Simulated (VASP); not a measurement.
These are PBE GGA, VASP's PBE PAW potentials (set 64) (plane waves; VASP 6.6.1) values and carry that method's errors.

VASP input:

### POSCAR
```
KBr
1
    0.0000000000     3.3526307434     3.3526307434
    3.3526307434     0.0000000000     3.3526307434
    3.3526307434     3.3526307434     0.0000000000
K Br
1 1
Direct
  0.0000000000   0.0000000000   0.0000000000
  0.5000000000   0.5000000000   0.5000000000
```

File KPOINTS:
```
Automatic mesh
0
Gamma
6 6 6
0 0 0
```

### INCAR
```
LCHARG=.TRUE.
ENCUT=520   ! plane-wave cut-off (eV)
ISMEAR=0   ! Gaussian
EDIFF=1E-6   ! SCF stop (eV)
PREC=Accurate
GGA=PE   ! PBE
SIGMA=0.05   ! width (eV)
SYSTEM=KBr
LMAXMIX=4   ! l cut-off of mixed one-centre charges
LWAVE=.FALSE.
LASPH=.TRUE.
NELM=100   ! most electronic steps
ALGO=Normal   ! blocked Davidson
LREAL=.FALSE.   ! projection in real space or not
```

POTCAR, in this order: K_sv Br (PBE.64 set). Program: vasp_std.

The resulting files:

File OSZICAR:
```
       N       E                     dE             d eps       ncg     rms          rms(c)
DAV:   1     0.101333503785E+03    0.10133E+03   -0.69974E+03   384   0.117E+03
DAV:   2     0.457767660321E+00   -0.10088E+03   -0.93408E+02   488   0.261E+02
DAV:   3    -0.611520670622E+01   -0.65730E+01   -0.65307E+01   496   0.621E+01
DAV:   4    -0.640705119292E+01   -0.29184E+00   -0.29131E+00   704   0.108E+01
DAV:   5    -0.640791893957E+01   -0.86775E-03   -0.86772E-03   488   0.649E-01    0.288E+00
DAV:   6    -0.622545156067E+01    0.18247E+00   -0.29619E-01   460   0.279E+00    0.209E+00
DAV:   7    -0.621244591118E+01    0.13006E-01   -0.13978E-01   476   0.217E+00    0.998E-01
DAV:   8    -0.622246179554E+01   -0.10016E-01   -0.16788E-02   516   0.107E+00    0.130E-01
DAV:   9    -0.622311604346E+01   -0.65425E-03   -0.78637E-04   496   0.190E-01    0.826E-02
DAV:  10    -0.622359943211E+01   -0.48339E-03   -0.56045E-04   448   0.172E-01    0.161E-02
DAV:  11    -0.622360372272E+01   -0.42906E-05   -0.19615E-05   532   0.287E-02    0.499E-03
DAV:  12    -0.622360661543E+01   -0.28927E-05   -0.39145E-06   436   0.170E-02    0.472E-03
DAV:  13    -0.622360686007E+01   -0.24463E-06   -0.47337E-07   372   0.424E-03
   1 F= -.62236069E+01 E0= -.62236069E+01  d E =-.604568E-14
```

**OUTCAR**
```
------------------------ aborting loop because EDIFF is reached ----------------------------------------
  FORCE on cell =-STRESS in cart. coord.  units (eV):
  Direction    XX          YY          ZZ          XY          YZ          ZX
  --------------------------------------------------------------------------------------
  Total        0.0154937      0.0154937      0.0154937     -0.0000000     -0.0000000      0.0000000
  in kB        0.3293656      0.3293656      0.3293656     -0.0000000     -0.0000000      0.0000000
  external PRESSURE =       0.3293656 kB  Pullay stress =       0.0000000 kB
  volume of cell :       75.37
      direct lattice vectors                 reciprocal lattice vectors
     0.000000000  3.352630743  3.352630743    -0.149136615  0.149136615  0.149136615
     3.352630743  0.000000000  3.352630743     0.149136615 -0.149136615  0.149136615
     3.352630743  3.352630743  0.000000000     0.149136615  0.149136615 -0.149136615
  FREE ENERGIE OF THE ION-ELECTRON SYSTEM (eV)
  ---------------------------------------------------
  free  energy   TOTEN  =        -6.2236068601 eV

  energy  without entropy=       -6.2236068601  energy(sigma->0) =       -6.22360686
```
(Selected blocks of OUTCAR.)

The compound is KBr in the rock salt structure. It was relaxed first.
